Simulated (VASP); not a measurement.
OSZICAR of a VASP run on Cu:

**OSZICAR**
```
       N       E                     dE             d eps       ncg     rms          rms(c)
DAV:   1    -0.148046084197E+03   -0.14805E+03   -0.11925E-05  3088   0.628E-02    0.427E-03
DAV:   2    -0.148046096481E+03   -0.12284E-04   -0.11297E-05  3488   0.142E-01    0.729E-03
DAV:   3    -0.148046093436E+03    0.30451E-05   -0.32935E-06  2192   0.798E-02    0.610E-04
DAV:   4    -0.148046091882E+03    0.15532E-05   -0.11906E-06  2028   0.130E-02    0.111E-03
DAV:   5    -0.148046092067E+03   -0.18518E-06   -0.66549E-07  1928   0.110E-02
   1 F= -.14804609E+03 E0= -.14804448E+03  d E =-.482181E-02
```

Q: Which electronic solver shows in the log?

A: It is blocked Davidson (ALGO = Normal, or the opening steps of other solvers). The INCAR had ALGO = Normal.

Q: Can the final energy be trusted as converged?

A: Self-consistency was reached. It stopped with EDIFF = 1E-6, NELM = 100 (r2SCAN meta-GGA, plane waves, VASP's PBE PAW potentials (set 64)). The run did not end as a converged relaxation.

The cell is a thin slab with vacuum, built from Cu (fcc): (211) face.
